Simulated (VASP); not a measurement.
An input for Quantum ESPRESSO's pw.x (written as the equivalent of a VASP run, and not itself run):

```
&CONTROL
  calculation = 'scf'
  pseudo_dir = './pseudo'
  outdir = './out'
  tprnfor = .true.
  tstress = .true.
/
&SYSTEM
  ibrav = 0
  nat = 1
  ntyp = 1
  ecutwfc = 92
  occupations = 'smearing'
  smearing = 'methfessel-paxton'
  degauss = 0.00735
  input_dft = 'pbesol'
/
&ELECTRONS
  conv_thr = 7.3e-09
  electron_maxstep = 100
/
ATOMIC_SPECIES
  Cu 63.546 Cu.upf
CELL_PARAMETERS angstrom
     0.0000000    1.7667900    1.7667900
     1.7667900    0.0000000    1.7667900
     1.7667900    1.7667900    0.0000000
ATOMIC_POSITIONS crystal
  Cu   0.0000000  0.0000000  0.0000000
K_POINTS automatic
  17 17 17 0 0 0
```

Q: Translate this input to VASP (INCAR, KPOINTS, POSCAR, choice of POTCAR).

A: One answer among several that fit: 
### INCAR
```
# general
SYSTEM   =  Cu
PREC     =  Accurate
ENCUT    =  520
LREAL    =  .False.
LASPH    =  .True.

# electronic loop
EDIFF    =  1E-7
NELM     =  100
ALGO     =  Normal
LMAXMIX  =  4

# smearing
ISMEAR   =  1
SIGMA    =  0.1

# functional
GGA      =  PS

# ions
ISIF     =  2

# output
LWAVE    =  .False.
LCHARG   =  .False.
```

File POSCAR:
```
Cu
2.4986180
  0.0000000000   0.7071069050   0.7071069050
  0.7071069050   0.0000000000   0.7071069050
  0.7071069050   0.7071069050   0.0000000000
Cu
1
Cart
  0.0000000000   0.0000000000   0.0000000000
```

**KPOINTS**
```
Automatic
0
G
 17 17 17
0 0 0
```

POTCAR, in this order: Cu (PBE.64 set). Program: vasp_std.

What does not carry over: the potentials are each code's own (VASP's PAW set, PseudoDojo norm-conserving files in pw.x), so ENCUT and ecutwfc are chosen apart and not converted; conv_thr bounds pw.x's estimated SCF error, while EDIFF bounds the energy change between steps.

The compound is Cu in the fcc structure. This cell is one point of a volume scan, at 0.97 of the reference volume.
